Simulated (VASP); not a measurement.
**GdN: single point with PBE+U**

The system is GdN.

```
Gd N
1.0
     2.50500    2.50500    5.01000
     5.01000    2.50500    2.50500
     2.50500    5.01000    2.50500
Gd N
2 2
Direct
  0.00000 0.00000 0.00000
  0.50000 0.50000 0.50000
  0.25000 0.25000 0.25000
  0.75000 0.75000 0.75000
```

The cell comes from a database or a generator and needn't be the stable form of this composition.

```
Program                : VASP 6.6.1
Task                   : single point
Functional             : PBE
Potentials or basis    : VASP PAW PBE potentials, release 64 (Gd, N)
Cutoff                 : 520 eV
k mesh                 : 7 × 7 × 7
Occupations            : fermi-dirac, width 0.05 eV
Spin                   : collinear spin, antiferromagnetic start
Starting moments       : [7.0, -7.0, 0.0, 0.0] μB
Hubbard terms          : Gd f U = 8 eV
Further INCAR settings : ALGO = Normal; EDIFF = 1e-07
```

| Item | Value |
| --- | --- |
| Pressure | 0.2 GPa |
| Band gap on the k mesh | 0.17 eV |
| Net moment | 0.00 μB per cell |
| Site moments | Gd +6.88, -6.88; N +0.00 μB |
| Valence electrons inside the program's atomic spheres | Gd 15.21; N 3.63 |

Stress tensor (GPa, compression positive):
```
0.17 0.06 0.06
0.06 0.17 0.06
0.06 0.06 0.17
```

Levels at points of the mesh, in eV from the valence-band top:
Spin up:
| k point | band 20 | band 21 | band 22 | band 23 | band 24 | band 25 | band 26 | band 27 |
| --- | --- | --- | --- | --- | --- | --- | --- | --- |
| (0.00, 0.00, 0.00) | -2.24 | -0.01 | 0.00 | 0.00 | 3.02 | 3.02 | 3.03 | 3.57 |
Spin down:
```
           k point  band 21  band 22  band 23  band 24  band 25  band 26
(0.00, 0.00, 0.00)    -0.01     0.00     0.00     3.02     3.02     3.03
```

Eigenvalues of the final occupation matrices:
| site | spin | trace | eigenvalues |
| --- | --- | --- | --- |
| site 1 f | 1 | 6.95 | 0.99 0.99 0.99 0.99 0.99 0.99 0.99 |
| site 1 f | 2 | 0.03 | 0.00 0.00 0.00 0.00 0.01 0.01 0.01 |
| site 2 f | 1 | 0.03 | 0.00 0.00 0.00 0.00 0.01 0.01 0.01 |
| site 2 f | 2 | 6.95 | 0.99 0.99 0.99 0.99 0.99 0.99 0.99 |

It took 38 min on 1 thread of Intel(R) Xeon(R) Platinum 8375C CPU @ 2.90GHz (Ice Lake), with other jobs on the host, peak memory 0.48 GiB.

Caveat: spin-orbit coupling is left out, which moves the levels of the heavy elements; an odd mesh through Γ misses points on the zone boundary, where band edges often lie.
